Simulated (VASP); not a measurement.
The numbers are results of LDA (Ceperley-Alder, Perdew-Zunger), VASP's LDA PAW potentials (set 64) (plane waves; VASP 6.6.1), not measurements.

A VASP calculation is set up with these files.

### POSCAR
```
Ir
1.0
  0.0000000000   1.9200000000   1.9200000000
  1.9200000000   0.0000000000   1.9200000000
  1.9200000000   1.9200000000   0.0000000000
Ir
1
Cartesian
  0.0000000000   0.0000000000   0.0000000000
```

**INCAR**
```
# general
SYSTEM  = Ir
PREC    = Accurate
ENCUT   = 520
LREAL   = F
LASPH   = T

# electronic loop
EDIFF   = 1E-6
NELM    = 100
ALGO    = Normal
LMAXMIX = 6

# smearing
ISMEAR  = 1
SIGMA   = 0.1

# ions
IBRION  = 2
NSW     = 60
ISIF    = 3
EDIFFG  = -0.01

# output
LWAVE   = F
LCHARG  = F
```

KPOINTS:
```
Automatic mesh
0
Gamma
15 15 15
0 0 0
```

POTCAR, in this order: Ir (LDA.64 set). Program: vasp_std.

The run wrote:

### OSZICAR
```
       N       E                     dE             d eps       ncg     rms          rms(c)
DAV:   1     0.407760135050E+02    0.40776E+02   -0.44895E+03  1968   0.103E+03
DAV:   2    -0.102977595487E+02   -0.51074E+02   -0.49082E+02  1928   0.203E+02
DAV:   3    -0.109444030745E+02   -0.64664E+00   -0.64388E+00  2896   0.311E+01
DAV:   4    -0.109480480926E+02   -0.36450E-02   -0.36439E-02  2424   0.160E+00
DAV:   5    -0.109480783425E+02   -0.30250E-04   -0.30250E-04  2912   0.893E-02    0.157E+01
DAV:   6    -0.104260497590E+02    0.52203E+00   -0.11301E+00  2224   0.149E+01    0.616E+00
DAV:   7    -0.103337329697E+02    0.92317E-01   -0.31060E-01  2600   0.717E+00    0.152E+00
DAV:   8    -0.103281141487E+02    0.56188E-02   -0.15763E-03  2104   0.627E-01    0.727E-01
DAV:   9    -0.103261357927E+02    0.19784E-02   -0.12593E-03  2456   0.637E-01    0.314E-02
DAV:  10    -0.103261317203E+02    0.40724E-05   -0.65717E-06  2656   0.328E-02    0.762E-03
DAV:  11    -0.103261317766E+02   -0.56305E-07   -0.41134E-07  1744   0.579E-03
   1 F= -.10326132E+02 E0= -.10326032E+02  d E =-.103261E+02
       N       E                     dE             d eps       ncg     rms          rms(c)
DAV:   1    -0.105807982896E+02   -0.25467E+00   -0.13869E+01  2088   0.642E+01    0.817E+00
DAV:   2    -0.102839797179E+02    0.29682E+00   -0.67307E-01  2144   0.122E+01    0.190E+00
DAV:   3    -0.102439029621E+02    0.40077E-01   -0.15848E-01  2376   0.547E+00    0.491E-01
DAV:   4    -0.102437611885E+02    0.14177E-03   -0.15218E-03  2568   0.333E-01    0.232E-01
DAV:   5    -0.102439328956E+02   -0.17171E-03   -0.77502E-04  2592   0.205E-01    0.127E-02
DAV:   6    -0.102439510461E+02   -0.18150E-04   -0.13138E-05  2592   0.292E-02    0.320E-03
DAV:   7    -0.102439514675E+02   -0.42143E-06   -0.31577E-07  1608   0.409E-03
   2 F= -.10243951E+02 E0= -.10243838E+02  d E =0.821803E-01
       N       E                     dE             d eps       ncg     rms          rms(c)
DAV:   1    -0.105523426932E+02   -0.30839E+00   -0.89372E+00  2080   0.518E+01    0.448E+00
DAV:   2    -0.103528250679E+02    0.19952E+00   -0.52650E-01  2152   0.103E+01    0.214E+00
DAV:   3    -0.103310966179E+02    0.21728E-01   -0.95333E-02  2408   0.403E+00    0.691E-01
DAV:   4    -0.103309178544E+02    0.17876E-03   -0.13031E-03  2544   0.357E-01    0.202E-01
DAV:   5    -0.103309844758E+02   -0.66621E-04   -0.16110E-04  2704   0.108E-01    0.278E-02
DAV:   6    -0.103309969413E+02   -0.12466E-04   -0.54947E-06  2536   0.154E-02    0.241E-03
DAV:   7    -0.103309969747E+02   -0.33366E-07   -0.77061E-08  1176   0.295E-03
   3 F= -.10330997E+02 E0= -.10330896E+02  d E =-.486520E-02
       N       E                     dE             d eps       ncg     rms          rms(c)
DAV:   1    -0.103310118042E+02   -0.14863E-04   -0.41264E-04  2048   0.350E-01    0.333E-02
DAV:   2    -0.103310025593E+02    0.92449E-05   -0.23867E-05  2128   0.699E-02    0.112E-02
DAV:   3    -0.103310015074E+02    0.10519E-05   -0.46648E-06  1704   0.287E-02    0.320E-03
DAV:   4    -0.103310015131E+02   -0.56981E-08   -0.17926E-07   960   0.480E-03
   4 F= -.10331002E+02 E0= -.10330900E+02  d E =-.486974E-02
```

### OUTCAR
```
------------------------ aborting loop because EDIFF is reached ----------------------------------------
  FORCE on cell =-STRESS in cart. coord.  units (eV):
  Direction    XX          YY          ZZ          XY          YZ          ZX
  --------------------------------------------------------------------------------------
  Total       -0.0024942     -0.0024942     -0.0024942      0.0000000      0.0000000     -0.0000000
  in kB       -0.2870571     -0.2870571     -0.2870571      0.0000000      0.0000000     -0.0000000
  external PRESSURE =      -0.2870571 kB  Pullay stress =       0.0000000 kB
  volume of cell :       13.92
      direct lattice vectors                 reciprocal lattice vectors
    -0.000000000  1.909333509  1.909333509    -0.261871484  0.261871484  0.261871484
     1.909333509  0.000000000  1.909333509     0.261871484 -0.261871484  0.261871484
     1.909333509  1.909333509 -0.000000000     0.261871484  0.261871484 -0.261871484
 POSITION                                       TOTAL-FORCE (eV/Angst)
 -----------------------------------------------------------------------------------
     -0.00000      1.90933      1.90933         0.000000      0.000000      0.000000
 -----------------------------------------------------------------------------------
    total drift:                               -0.000000     -0.000000     -0.000000
  FREE ENERGIE OF THE ION-ELECTRON SYSTEM (eV)
  ---------------------------------------------------
  free  energy   TOTEN  =       -10.3310015131 eV

  energy  without entropy=      -10.3306969641  energy(sigma->0) =      -10.33090000

 reached required accuracy - stopping structural energy minimisation
```
(Selected blocks of OUTCAR.)

**CONTCAR**
```
Ir
   1.00000000000000
    -0.0000000000000000    1.9093335087715821    1.9093335087715821
     1.9093335087715821    0.0000000000000000    1.9093335087715821
     1.9093335087715821    1.9093335087715821   -0.0000000000000000
  Ir
     1
Direct
     1.0000000000000000    0.0000000000000000    0.0000000000000000
```

The compound is Ir in the fcc structure. This run relaxes it. Symmetry was kept, so distortions that lower it aren't found.
